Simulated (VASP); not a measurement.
Here is the system:

```yaml
crystal:
  lattice:
    - [3.08112, 0.00000, 0.00000]
    - [0.00000, 3.08112, 0.00000]
    - [0.00000, 0.00000, 3.08112]
  atoms:
    - { symbol: Sn, position: [0.00000, 0.00000, 0.00000] }
    - { symbol: O, position: [0.50000, 0.50000, 0.50000] }
```

Calculation: PBEsol GGA, VASP's PBE PAW potentials (set 64) (plane waves; VASP). Settings: 620 eV cut-off, 12×12×12 Γ-centred mesh, first-order Methfessel-Paxton smearing of 0.10 eV, potentials Sn_d O.

Unless said otherwise, spin-orbit coupling is left out, though it shifts the bands of the heavy elements here.

**Question.** What does the run give for the energy per atom (σ→0), band gap (on the k-mesh) with the smallest direct gap where there is one?

**Answer.** 
```
Item                                                         Value
------------------------  ----------------------------------------
band gap (on the k-mesh)  none (metal, semimetal or under 0.01 eV)
energy per atom (σ→0)                               -5.318 eV/atom
```

Only differences to runs with the same potentials and settings are physical.

The structure was generated: SnO was put into the CsCl type type (Pm-3m), which need not be its known phase. It was relaxed first, which changed the volume by +55 %.
